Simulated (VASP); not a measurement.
```xyz
16
Lattice="6.3519 0.0000 0.0000 0.0000 8.9829 0.0000 0.0000 0.0000 20.7581" Properties=species:S:1:pos:R:3 pbc="T T T"
Sn     0.0000     5.6143     9.2527
Sn     3.1759     3.3686     7.0000
Sn     3.1759     7.8600     7.0000
Sn     0.0000     1.1229     9.2527
Sn     0.0000     1.1229    13.7581
Sn     3.1759     7.8600    11.5054
Sn     3.1759     3.3686    11.5054
Sn     0.0000     5.6143    13.7581
Te     0.0000     7.8600     7.0000
Te     3.1759     1.1229     9.2527
Te     3.1759     5.6143     9.2527
Te     0.0000     3.3686     7.0000
Te     0.0000     3.3686    11.5054
Te     3.1759     5.6143    13.7581
Te     3.1759     1.1229    13.7581
Te     0.0000     7.8600    11.5054
```

Level of theory: LDA (Ceperley-Alder, Perdew-Zunger), VASP's LDA PAW potentials (set 64) (plane waves; VASP 6.6.1). Numerical set-up: LREAL = Auto, 300 eV cut-off, 3×2×1 Γ-centred mesh, Fermi-Dirac smearing of 0.050 eV, potentials Sn_d Te.

At this cut-off the stress carries a Pulay error, which pulls relaxed volumes low. The cell holds a wide vacuum, so values per volume refer to the whole cell.

Task: Which forces act on the atoms, in eV/Å?

Result: 
```tsv
atom	Fx	Fy	Fz
Sn1	0.000	0.000	-0.992
Sn2	0.000	0.000	0.994
Sn3	0.000	0.000	0.994
Sn4	0.000	0.000	-0.992
Sn5	0.000	0.000	-0.994
Sn6	0.000	0.000	0.992
Sn7	0.000	0.000	0.992
Sn8	0.000	0.000	-0.994
Te9	0.000	0.000	0.641
Te10	0.000	0.000	-0.770
Te11	0.000	0.000	-0.770
Te12	0.000	0.000	0.641
Te13	0.000	0.000	0.770
Te14	0.000	0.000	-0.641
Te15	0.000	0.000	-0.641
Te16	0.000	0.000	0.770
```

Task: Give the stress tensor in GPa (positive for a compressed cell).

Result: 
```
-1.90   0.00   0.00
 0.00  -2.00   0.00
 0.00   0.00  -2.01
```
The pressure is its mean diagonal, -1.97 GPa.

The cell is a sheet with vacuum, built from a database entry that may be metastable or hypothetical.
